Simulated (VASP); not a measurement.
Output of a VASP run:

**OSZICAR**
```
...
       N       E                     dE             d eps       ncg     rms          rms(c)
DAV:   1    -0.264664969250E+02   -0.24404E-01   -0.40380E-01  1512   0.631E+00    0.997E-01
DAV:   2    -0.264501133128E+02    0.16384E-01   -0.95018E-02  1512   0.369E+00    0.441E-01
DAV:   3    -0.264463737997E+02    0.37395E-02   -0.91081E-03  1592   0.116E+00    0.215E-01
DAV:   4    -0.264460369062E+02    0.33689E-03   -0.52827E-03  1550   0.429E-01    0.933E-02
DAV:   5    -0.264459745850E+02    0.62321E-04   -0.91151E-04  1528   0.219E-01    0.558E-02
DAV:   6    -0.264459428114E+02    0.31774E-04   -0.16099E-04  1616   0.116E-01    0.114E-02
DAV:   7    -0.264459427884E+02    0.23003E-07   -0.14871E-05  1606   0.276E-02    0.573E-03
DAV:   8    -0.264459426442E+02    0.14419E-06   -0.21304E-06  1098   0.116E-02
  10 F= -.26445943E+02 E0= -.26446211E+02  d E =-.736524E-02
       N       E                     dE             d eps       ncg     rms          rms(c)
DAV:   1    -0.264491829941E+02   -0.32402E-02   -0.58198E-02  1512   0.239E+00    0.377E-01
DAV:   2    -0.264468149733E+02    0.23680E-02   -0.13597E-02  1512   0.140E+00    0.167E-01
DAV:   3    -0.264462910932E+02    0.52388E-03   -0.12839E-03  1600   0.434E-01    0.835E-02
DAV:   4    -0.264462446918E+02    0.46401E-04   -0.75036E-04  1534   0.162E-01    0.354E-02
DAV:   5    -0.264462368994E+02    0.77925E-05   -0.13672E-04  1520   0.841E-02    0.219E-02
DAV:   6    -0.264462324755E+02    0.44239E-05   -0.25025E-05  1624   0.453E-02    0.442E-03
DAV:   7    -0.264462325220E+02   -0.46529E-07   -0.22426E-06  1086   0.111E-02
  11 F= -.26446233E+02 E0= -.26446488E+02  d E =-.765512E-02
       N       E                     dE             d eps       ncg     rms          rms(c)
DAV:   1    -0.264462622774E+02   -0.29802E-04   -0.57100E-04  1512   0.235E-01    0.373E-02
DAV:   2    -0.264462398364E+02    0.22441E-04   -0.13327E-04  1512   0.138E-01    0.168E-02
DAV:   3    -0.264462339800E+02    0.58564E-05   -0.12685E-05  1586   0.430E-02    0.863E-03
DAV:   4    -0.264462329474E+02    0.10325E-05   -0.76238E-06  1534   0.163E-02    0.356E-03
DAV:   5    -0.264462328742E+02    0.73253E-07   -0.12645E-06   770   0.854E-03
  12 F= -.26446233E+02 E0= -.26446489E+02  d E =-.765547E-02
       N       E                     dE             d eps       ncg     rms          rms(c)
DAV:   1    -0.264465830226E+02   -0.35008E-03   -0.18199E-02  1512   0.947E-01    0.548E-02
DAV:   2    -0.264465865668E+02   -0.35442E-05   -0.44216E-04  1814   0.168E-01    0.261E-02
DAV:   3    -0.264465777493E+02    0.88175E-05   -0.23094E-05  1812   0.462E-02    0.130E-02
DAV:   4    -0.264465755844E+02    0.21649E-05   -0.85513E-06  1820   0.257E-02    0.314E-03
DAV:   5    -0.264465754698E+02    0.11455E-06   -0.60465E-07   768   0.662E-03
  13 F= -.26446575E+02 E0= -.26446826E+02  d E =-.342596E-03
       N       E                     dE             d eps       ncg     rms          rms(c)
DAV:   1    -0.264469221151E+02   -0.34653E-03   -0.93341E-02  1512   0.214E+00    0.124E-01
DAV:   2    -0.264469400627E+02   -0.17948E-04   -0.22711E-03  1814   0.380E-01    0.589E-02
DAV:   3    -0.264468966429E+02    0.43420E-04   -0.11944E-04  1812   0.105E-01    0.294E-02
DAV:   4    -0.264468856687E+02    0.10974E-04   -0.43904E-05  1868   0.581E-02    0.719E-03
DAV:   5    -0.264468853218E+02    0.34685E-06   -0.33196E-06  1218   0.148E-02
  14 F= -.26446885E+02 E0= -.26447128E+02  d E =-.652448E-03
```

### OUTCAR
```
------------------------ aborting loop because EDIFF is reached ----------------------------------------
  FORCE on cell =-STRESS in cart. coord.  units (eV):
  Direction    XX          YY          ZZ          XY          YZ          ZX
  --------------------------------------------------------------------------------------
  Total       -0.0417080     -0.0417080      0.0115880      0.0000000      0.0000000     -0.0000000
  in kB       -1.3327662     -1.3327663      0.3702923      0.0000000      0.0000000     -0.0000000
  external PRESSURE =      -0.7650801 kB  Pullay stress =       0.0000000 kB
  volume of cell :       50.14
      direct lattice vectors                 reciprocal lattice vectors
     3.151428445  0.000000000 -0.000000000     0.317316422  0.183202717  0.000000000
    -1.575714223  2.729217169  0.000000000    -0.000000000  0.366405434 -0.000000000
    -0.000000000  0.000000000  5.829483400     0.000000000 -0.000000000  0.171541787
 POSITION                                       TOTAL-FORCE (eV/Angst)
 -----------------------------------------------------------------------------------
     -0.00000      1.81948      0.04829        -0.000000      0.000000      0.004972
      1.57572      0.90974      2.96303        -0.000000     -0.000000      0.004972
     -0.00000      1.81948      2.13777         0.000000      0.000000     -0.004972
      1.57572      0.90974      5.05251        -0.000000      0.000000     -0.004972
 -----------------------------------------------------------------------------------
    total drift:                               -0.000707      0.000408      0.001459
  FREE ENERGIE OF THE ION-ELECTRON SYSTEM (eV)
  ---------------------------------------------------
  free  energy   TOTEN  =       -26.4468853218 eV

  energy  without entropy=      -26.4476122558  energy(sigma->0) =      -26.44712763

 reached required accuracy - stopping structural energy minimisation
```
(Selected blocks of OUTCAR.)

**POSCAR**
```
PdC
1
    3.2279136219     0.0000000000     0.0000000000
   -1.6139568110     2.7954552805    -0.0000000000
   -0.0000000000     0.0000000000     5.5777686821
Pd C
2 2
Direct
  0.3333330000   0.6666670000   0.0030706706
  0.6666670000   0.3333330000   0.5030706706
  0.3333330000   0.6666670000   0.3719293294
  0.6666670000   0.3333330000   0.8719293294
```

**Question.** Reconstruct the remaining input files.

**Answer.** Several could match; the one computed here: the input of the run itself, PBEsol GGA, plane waves, VASP's PBE PAW potentials (set 64).

**KPOINTS**
```
kpoints
0
gamma
  10 10 5
```

INCAR:
```
! general
SYSTEM =PdC
PREC   =Accurate
ENCUT  =520
LREAL  =.FALSE.
LASPH  =.TRUE.

! electronic loop
EDIFF  =1E-6
NELM   =100
ALGO   =Normal
LMAXMIX=4

! smearing
ISMEAR =1
SIGMA  =0.1

! functional
GGA    =PS

! ions
IBRION =2
NSW    =60
ISIF   =3
EDIFFG =-0.02

! output
LWAVE  =.FALSE.
LCHARG =.FALSE.
```

POTCAR, in this order: Pd C (PBE.64 set). Program: vasp_std.

The structure was generated: PdC was put into the wurtzite type (P6_3mc), which need not be its known phase. This run relaxes it. Symmetry was kept, so distortions that lower it aren't found. The start is the result of an earlier pass.
